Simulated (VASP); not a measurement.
Level of theory: PBE GGA, VASP's PBE PAW potentials (set 64) (plane waves; VASP 6.6.1).

VASP input:

**KPOINTS**
```
k-points along high-symmetry lines
10
Line-mode
Reciprocal
  0.000000   0.000000   0.000000 ! GAMMA
  0.000000   0.500000   0.000000 ! X

  0.000000   0.500000   0.000000 ! X
  0.500000   0.500000   0.000000 ! M

  0.500000   0.500000   0.000000 ! M
  0.000000   0.000000   0.000000 ! GAMMA

  0.000000   0.000000   0.000000 ! GAMMA
  0.000000   0.000000   0.500000 ! Z

  0.000000   0.000000   0.500000 ! Z
  0.000000   0.500000   0.500000 ! R

  0.000000   0.500000   0.500000 ! R
  0.500000   0.500000   0.500000 ! A

  0.500000   0.500000   0.500000 ! A
  0.000000   0.000000   0.500000 ! Z

  0.000000   0.500000   0.000000 ! X
  0.000000   0.500000   0.500000 ! R

  0.500000   0.500000   0.000000 ! M
  0.500000   0.500000   0.500000 ! A
```

File POSCAR:
```
HfO2
5.2200130
  0.6873896767   0.0000000000   0.0000000000
  0.0000000000   0.6873896767   0.0000000000
  0.0000000000   0.0000000000   1.0000000867
Hf O
2 4
Cartesian
  0.0000000000   0.0000000000   0.0000000000
  0.3436948384   0.3436948384   0.5000000434
  0.0000000000   0.3436948384   0.1958681487
  0.0000000000   0.3436948384   0.6958681921
  0.3436948384   0.0000000000   0.3041318947
  0.3436948384   0.0000000000   0.8041319381
```

**INCAR**
```
SYSTEM = HfO2
PREC = Accurate
ENCUT = 500
EDIFF = 1E-6
NELM = 100
ALGO = Normal
LREAL = .FALSE.
LASPH = .TRUE.
ISMEAR = 0
SIGMA = 0.05
GGA = PE
LMAXMIX = 6
LWAVE = .FALSE.
LCHARG = .FALSE.
ICHARG = 11
```

POTCAR, in this order: Hf_pv O (PBE.64 set). Program: vasp_std. Read from the step before: CHGCAR.

Output of the run:

### OSZICAR
```
       N       E                     dE             d eps       ncg     rms          rms(c)
DAV:   1     0.250098975856E+03    0.25010E+03   -0.24926E+04  4680   0.163E+03
DAV:   2    -0.449658496817E+02   -0.29506E+03   -0.28882E+03  5962   0.391E+02
DAV:   3    -0.601048137406E+02   -0.15139E+02   -0.15057E+02  5586   0.772E+01
DAV:   4    -0.603702672542E+02   -0.26545E+00   -0.26493E+00  6200   0.108E+01
DAV:   5    -0.603736069034E+02   -0.33396E-02   -0.33376E-02  5968   0.110E+00
DAV:   6    -0.603737044492E+02   -0.97546E-04   -0.97477E-04  6098   0.168E-01
DAV:   7    -0.603737083129E+02   -0.38637E-05   -0.38633E-05  5998   0.279E-02
DAV:   8    -0.603737084840E+02   -0.17106E-06   -0.17125E-06  5154   0.531E-03
   1 F= -.60373708E+02 E0= -.60373708E+02  d E =-.245720E-20
```

OUTCAR:
```
 val. band max:        3.3132173224   @ k =   0.0000   0.0000   0.5000

 cond. band min:       7.9866865371   @ k =   0.0000   0.0000   0.0000



 k-point     1 :       0.0000    0.0000    0.0000
  band No.  band energies     occupation
      1     -26.1046      2.00000
      2     -25.7592      2.00000
      3     -25.7592      2.00000
      4     -25.7220      2.00000
      5     -25.6602      2.00000
      6     -25.6602      2.00000
      7     -14.6284      2.00000
      8     -13.0562      2.00000
      9     -12.7614      2.00000
     10     -12.1627      2.00000
     11      -1.8693      2.00000
     12      -1.3180      2.00000
     13      -1.1250      2.00000
     14      -1.1250      2.00000
     15       0.7233      2.00000
     16       0.7233      2.00000
     17       2.0045      2.00000
     18       2.0045      2.00000
     19       2.6001      2.00000
     20       3.1830      2.00000
     21       3.2385      2.00000
     22       3.2385      2.00000
     23       7.9867      0.00000
     24       7.9936      0.00000
     25       9.1937      0.00000
     26       9.3798      0.00000

 k-point     2 :       0.0000    0.0556    0.0000
  band No.  band energies     occupation
      1     -26.1006      2.00000
      2     -25.7681      2.00000
      3     -25.7581      2.00000
      4     -25.7223      2.00000
      5     -25.6695      2.00000
      6     -25.6605      2.00000
      7     -14.6007      2.00000
      8     -13.0489      2.00000
      9     -12.7631      2.00000
     10     -12.1745      2.00000
     11      -1.8974      2.00000
     12      -1.3046      2.00000
     13      -1.1047      2.00000
     14      -1.0190      2.00000
     15       0.6775      2.00000
     16       0.7243      2.00000
     17       1.9768      2.00000
     18       1.9818      2.00000
     19       2.6066      2.00000
     20       3.1768      2.00000
     21       3.1904      2.00000
     22       3.2069      2.00000
     23       8.0274      0.00000
...
```

The density is held fixed in this step, so its total energy and stress have no physical meaning. Unless said otherwise, spin-orbit coupling is left out, though it shifts the bands of the heavy elements here.

The structure was generated: HfO2 was put into the tetragonal-ZrO2 type (P4_2/nmc), which need not be its known phase. It was relaxed first.
